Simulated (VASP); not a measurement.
The system is Hf2Pd2Se2Br2O3.

```
Hf Pd Se Br O
1.0
     5.73511    0.00000    0.00000
    -2.86755    4.96675    0.00000
     0.00000    0.00000    9.41884
Hf Pd Se Br O
2 2 2 2 3
Direct
  0.33333 0.66667 0.00000
  0.66667 0.33333 0.00000
  0.00000 0.00000 0.25268
  0.00000 0.00000 0.74732
  0.33333 0.66667 0.50000
  0.66667 0.33333 0.50000
  0.00000 0.00000 0.50000
  0.00000 0.00000 0.00000
  0.50000 0.00000 0.00000
  0.00000 0.50000 0.00000
  0.50000 0.50000 0.00000
```

The cell was built by a generator and needn't be a form met in nature.

- Program: VASP 6.6.1
- Task: relaxation of cell and atoms
- Functional: PBE
- Potentials or basis: VASP PAW PBE potentials, release 64 (Hf_pv, Pd, Se, Br, O)
- Cutoff: 520 eV
- k mesh: 3 × 3 × 2
- Occupations: gaussian, width 0.15 eV
- Spin: no spin polarisation

At the start: pressure 33.2 GPa; volume 24.39 Å³/atom.

**Question.** How do energy, volume and symmetry change on relaxing?

**Answer.** Over 10 steps the energy falls by 939.6 meV/atom and the volume is 31.58 Å³/atom (+29.5 %); space group P6/mmm (No. 191, to 0.05 Å).

The path:
| step | energy change (eV) | largest force (eV/Å) | pressure (GPa) | volume (Å³) |
| --- | --- | --- | --- | --- |
| 1 | 0.0000 | 0.0760 | 33.20 | 268.29 |
| 2 | -1.1958 | 0.1784 | -11.27 | 501.13 |
| 3 | -10.1992 | 0.0546 | -2.51 | 364.65 |
| 4 | -10.2567 | 0.0756 | -1.30 | 358.03 |
| 5 | -10.2616 | 0.0897 | -0.88 | 355.23 |
| 6 | -10.2583 | 0.0928 | -0.41 | 353.37 |
| 7 | -10.3223 | 0.0777 | 0.14 | 347.36 |
| 8 | -10.3300 | 0.0876 | 0.46 | 344.95 |
| 9 | -10.3332 | 0.0241 | -0.50 | 348.87 |
| 10 | -10.3356 | 0.0572 | -0.06 | 347.35 |

Final structure:
```yaml
crystal:
  lattice:
    - [6.60666, 0.00000, 0.00000]
    - [-3.30333, 5.72154, 0.00000]
    - [0.00000, 0.00000, 9.18904]
  atoms:
    - { symbol: Hf, position: [0.33333, 0.66667, 0.00000] }
    - { symbol: Hf, position: [0.66667, 0.33333, 0.00000] }
    - { symbol: Pd, position: [0.00000, 0.00000, 0.25166] }
    - { symbol: Pd, position: [0.00000, 0.00000, 0.74834] }
    - { symbol: Se, position: [0.33333, 0.66667, 0.50000] }
    - { symbol: Se, position: [0.66667, 0.33333, 0.50000] }
    - { symbol: Br, position: [0.00000, 0.00000, 0.50000] }
    - { symbol: Br, position: [0.00000, 0.00000, 0.00000] }
    - { symbol: O, position: [0.50000, 0.00000, 0.00000] }
    - { symbol: O, position: [0.00000, 0.50000, 0.00000] }
    - { symbol: O, position: [0.50000, 0.50000, 0.00000] }
```

Caveat: the k mesh is coarse (spacing up to 0.42 Å⁻¹), so the values aren't converged; the volume moved by over 15 % at a fixed basis, so the end points are rough.
